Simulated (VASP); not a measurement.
Output of a VASP run:

OSZICAR:
```
       N       E                     dE             d eps       ncg     rms          rms(c)
DAV:   1     0.152122769649E+03    0.15212E+03   -0.92818E+03  1660   0.137E+03
DAV:   2     0.287161438394E+01   -0.14925E+03   -0.14601E+03  1754   0.339E+02
DAV:   3    -0.890094967095E+01   -0.11773E+02   -0.11642E+02  2156   0.100E+02
DAV:   4    -0.917134340859E+01   -0.27039E+00   -0.27025E+00  1806   0.183E+01
DAV:   5    -0.917975084955E+01   -0.84074E-02   -0.84074E-02  2210   0.317E+00    0.267E+00
DAV:   6    -0.892393557556E+01    0.25582E+00   -0.67473E-01  2450   0.699E+00    0.151E+00
DAV:   7    -0.891674702612E+01    0.71885E-02   -0.10715E-01  1872   0.194E+00    0.800E-01
DAV:   8    -0.891743646956E+01   -0.68944E-03   -0.10889E-02  1922   0.136E+00    0.127E-01
DAV:   9    -0.891707704916E+01    0.35942E-03   -0.22320E-03  2436   0.525E-01    0.465E-02
DAV:  10    -0.891710920165E+01   -0.32152E-04   -0.14496E-04  1844   0.871E-02    0.162E-02
DAV:  11    -0.891710757159E+01    0.16301E-05   -0.31500E-05  2342   0.675E-02    0.376E-03
DAV:  12    -0.891710764100E+01   -0.69418E-07   -0.23091E-06  2108   0.179E-02    0.137E-03
DAV:  13    -0.891710761208E+01    0.28928E-07   -0.68241E-08  1162   0.405E-03
   1 F= -.89171076E+01 E0= -.89171000E+01  d E =-.891711E+01
```

### OUTCAR
```
------------------------ aborting loop because EDIFF is reached ----------------------------------------
  FORCE on cell =-STRESS in cart. coord.  units (eV):
  Direction    XX          YY          ZZ          XY          YZ          ZX
  --------------------------------------------------------------------------------------
  Total       -0.2118927      0.0073426      0.0073426     -0.0000000      0.0000000      0.0000000
  in kB       -5.9532913      0.2062965      0.2062965     -0.0000000      0.0000000      0.0000000
  external PRESSURE =      -1.8468994 kB  Pullay stress =       0.0000000 kB
  volume of cell :       57.03
      direct lattice vectors                 reciprocal lattice vectors
     0.000000000  3.049938691  3.049938691    -0.163122111  0.163937722  0.163937722
     3.065188385  0.000000000  3.049938691     0.163122111 -0.163937722  0.163937722
     3.065188385  3.049938691  0.000000000     0.163122111  0.163937722 -0.163937722
  FREE ENERGIE OF THE ION-ELECTRON SYSTEM (eV)
  ---------------------------------------------------
  free  energy   TOTEN  =        -8.9171076121 eV

  energy  without entropy=       -8.9170923050  energy(sigma->0) =       -8.91709996

 reached required accuracy - stopping structural energy minimisation
```
(Selected blocks of OUTCAR.)

File POSCAR:
```
PbSe
1
    0.0000000000     3.0499386914     3.0499386914
    3.0651883849     0.0000000000     3.0499386914
    3.0651883849     3.0499386914     0.0000000000
Pb Se
1 1
Direct
  0.0000000000   0.0000000000   0.0000000000
  0.5000000000   0.5000000000   0.5000000000
```

Problem. Write an INCAR and KPOINTS that could have produced this output.

Solution. This is not unique; one that fits is the input of the run itself, PBEsol GGA, plane waves, VASP's PBE PAW potentials (set 64).

### INCAR
```
SYSTEM = PbSe
PREC = Accurate; ENCUT = 480; LREAL = .False.
LASPH = .True.
EDIFF = 1E-7; NELM = 100; ALGO = Normal
LMAXMIX = 4
ISMEAR = 0; SIGMA = 0.05
GGA = PS
IBRION = 2; NSW = 30; ISIF = 2
EDIFFG = -0.01
LWAVE = .False.; LCHARG = .False.
```

File KPOINTS:
```
Automatic mesh
0
Gamma
8 8 8
0 0 0
```

POTCAR, in this order: Pb_d Se (PBE.64 set). Program: vasp_std.

The compound is PbSe in the rock salt structure. This cell was strained or had an atom moved on purpose.
